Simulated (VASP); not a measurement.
Level of theory: LDA (Ceperley-Alder, Perdew-Zunger), VASP's LDA PAW potentials (set 64) (plane waves; VASP 6.6.1).

VASP ran on this input.

### KPOINTS
```
K-points
0
G
  6 6 6
0.5 0.5 0.5
```

### INCAR
```
ALGO = Normal
EDIFF = 1E-04
ENCUT = 240
ISIF = 2
ISMEAR = 0
LASPH = .TRUE.
LCHARG = .FALSE.
LMAXMIX = 4
LREAL = .FALSE.
LWAVE = .FALSE.
NELM = 100
PREC = Accurate
SIGMA = 0.01
SYSTEM = RuS2
```

POSCAR:
```
RuS2
1
    5.6874790000     0.0000000000     0.0000000000
    0.0000000000     5.6874790000     0.0000000000
    0.0000000000     0.0000000000     5.6874790000
Ru S
4 8
Direct
  0.0000000000   0.5000000000   0.5000000000
  0.5000000000   0.5000000000   0.0000000000
  0.5000000000   0.0000000000   0.5000000000
  0.0000000000   0.0000000000   0.0000000000
  0.3882000000   0.1118000000   0.8882000000
  0.6118000000   0.8882000000   0.1118000000
  0.1118000000   0.8882000000   0.3882000000
  0.8882000000   0.1118000000   0.6118000000
  0.8882000000   0.3882000000   0.1118000000
  0.1118000000   0.6118000000   0.8882000000
  0.6118000000   0.6118000000   0.6118000000
  0.3882000000   0.3882000000   0.3882000000
```

POTCAR, in this order: Ru_pv S (LDA.64 set). Program: vasp_std.

Output of the run:

### OSZICAR
```
       N       E                     dE             d eps       ncg     rms          rms(c)
DAV:   1     0.583177081345E+03    0.58318E+03   -0.37926E+04  1652   0.905E+02
DAV:   2    -0.492174566070E+02   -0.63239E+03   -0.61260E+03  1618   0.303E+02
DAV:   3    -0.894379444903E+02   -0.40220E+02   -0.39612E+02  1650   0.709E+01
DAV:   4    -0.904930570121E+02   -0.10551E+01   -0.10483E+01  1730   0.111E+01
DAV:   5    -0.905143020798E+02   -0.21245E-01   -0.21228E-01  1632   0.156E+00    0.368E+01
DAV:   6    -0.891949164980E+02    0.13194E+01   -0.12759E+01  1584   0.178E+01    0.161E+01
DAV:   7    -0.887373522070E+02    0.45756E+00   -0.66342E+00  1568   0.133E+01    0.128E+01
DAV:   8    -0.883224543213E+02    0.41490E+00   -0.14623E+00  1474   0.653E+00    0.715E-01
DAV:   9    -0.883232155213E+02   -0.76120E-03   -0.11138E-01  1722   0.107E+00    0.399E-01
DAV:  10    -0.883222400641E+02    0.97546E-03   -0.74751E-03  1554   0.417E-01    0.166E-01
DAV:  11    -0.883221468212E+02    0.93243E-04   -0.58183E-04  1546   0.105E-01
   1 F= -.88322147E+02 E0= -.88322147E+02  d E =-.170401E-20
```

**OUTCAR**
```
------------------------ aborting loop because EDIFF is reached ----------------------------------------
  FORCE on cell =-STRESS in cart. coord.  units (eV):
  Direction    XX          YY          ZZ          XY          YZ          ZX
  --------------------------------------------------------------------------------------
  Total      -21.2028398    -21.2028398    -21.2028398      0.0000000      0.0000000      0.0000000
  in kB     -184.6482496   -184.6482496   -184.6482496      0.0000000      0.0000000      0.0000000
  external PRESSURE =    -184.6482496 kB  Pullay stress =       0.0000000 kB
  volume of cell :      183.98
      direct lattice vectors                 reciprocal lattice vectors
     5.687479000  0.000000000  0.000000000     0.175824825  0.000000000  0.000000000
     0.000000000  5.687479000  0.000000000     0.000000000  0.175824825  0.000000000
     0.000000000  0.000000000  5.687479000     0.000000000  0.000000000  0.175824825
 POSITION                                       TOTAL-FORCE (eV/Angst)
 -----------------------------------------------------------------------------------
      0.00000      2.84374      2.84374         0.000000     -0.000000     -0.000000
      2.84374      2.84374      0.00000         0.000000     -0.000000     -0.000000
      2.84374      0.00000      2.84374         0.000000     -0.000000     -0.000000
      0.00000      0.00000      0.00000         0.000000     -0.000000     -0.000000
      2.20788      0.63586      5.05162        -0.187501      0.187501     -0.187501
      3.47960      5.05162      0.63586         0.187501     -0.187501      0.187501
      0.63586      5.05162      2.20788         0.187501     -0.187501     -0.187501
      5.05162      0.63586      3.47960        -0.187501      0.187501      0.187501
      5.05162      2.20788      0.63586        -0.187501     -0.187501      0.187501
      0.63586      3.47960      5.05162         0.187501      0.187501     -0.187501
      3.47960      3.47960      3.47960         0.187501      0.187501      0.187501
      2.20788      2.20788      2.20788        -0.187501     -0.187501     -0.187501
 -----------------------------------------------------------------------------------
    total drift:                                0.000000      0.000000     -0.000000
  FREE ENERGIE OF THE ION-ELECTRON SYSTEM (eV)
  ---------------------------------------------------
  free  energy   TOTEN  =       -88.3221468212 eV

  energy  without entropy=      -88.3221468212  energy(sigma->0) =      -88.32214682
```
(Selected blocks of OUTCAR.)

At this cut-off the stress carries a Pulay error, which pulls relaxed volumes low.

The structure comes from a computed database's RuS2 entry; how it stands against other phases isn't given here. The cell was not relaxed at this level. The run is one of a series of settings (EDIFF = 1E-04, ENCUT = 240, GGA removed, KPOINTS 6×6×6 Γ-centred mesh shifted by (0.5, 0.5, 0.5), POTCAR Ru_pv S (LDA.64 set) against the base run), some of them coarse on purpose.
